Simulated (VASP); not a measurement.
## Si: phonons with LDA

Crystal: Si.

```
Si
1.0
     0.05772    2.76640    2.67624
     2.76640    0.05772    2.67624
     2.82412    2.82412    0.00000
Si
2
Direct
  0.00266 0.00266 0.99734
  0.24734 0.24734 0.25266
```

```
Program                : VASP 6.6.1
Task                   : phonons
Functional             : LDA
Potentials or basis    : VASP PAW LDA potentials, release 64 (Si)
Cutoff                 : 600 eV
k mesh                 : 10 × 10 × 10
Occupations            : gaussian, width 0.01 eV
Spin                   : no spin polarisation
Further INCAR settings : ALGO = Normal; EDIFF = 1e-08; IBRION = 8; NSW = 1
```

```
Relaxed volume                         : 19.72 Å³/atom
Relaxed cell                           : a = 3.820 Å, b = 3.820 Å, c = 3.820 Å, α = 60.00°, β = 60.00°, γ = 60.00°
Space group after relaxing (to 0.05 Å) : Fd-3m (No. 227)
Highest phonon frequency at Γ          : 513 cm⁻¹
```

The path:
```tsv
step	energy change (eV)	largest force (eV/Å)	pressure (GPa)	volume (Å³)
1	0.0000	0.0001	-3.38	40.94
2	-0.0263	0.3516	2.65	38.42
3	-0.0329	0.2238	0.63	39.16
4	-0.0396	0.0457	0.31	39.30
5	-0.0405	0.0505	0.14	39.38
6	-0.0405	0.0381	-0.13	39.49
7	-0.0407	0.0034	-0.01	39.43
8	-0.0407	0.0015	0.00	39.43
9	-0.0407	0.0000	0.00	39.43
```

Final structure:
```
Si
1.0
    -0.00002    2.70147    2.70148
     2.70147   -0.00002    2.70148
     2.70145    2.70145    0.00000
Si
2
Direct
  0.00000 0.00000 0.00000
  0.25000 0.25000 0.25000
```

Phonon frequencies in cm⁻¹ (negative: imaginary):
```
              q point        frequencies
(0.000, 0.000, 0.000)  0 0 0 513 513 513
```

It took 2.1 min on 1 thread of Intel(R) Xeon(R) 6975P-C (Granite Rapids), on a shared host, peak memory 0.26 GiB.
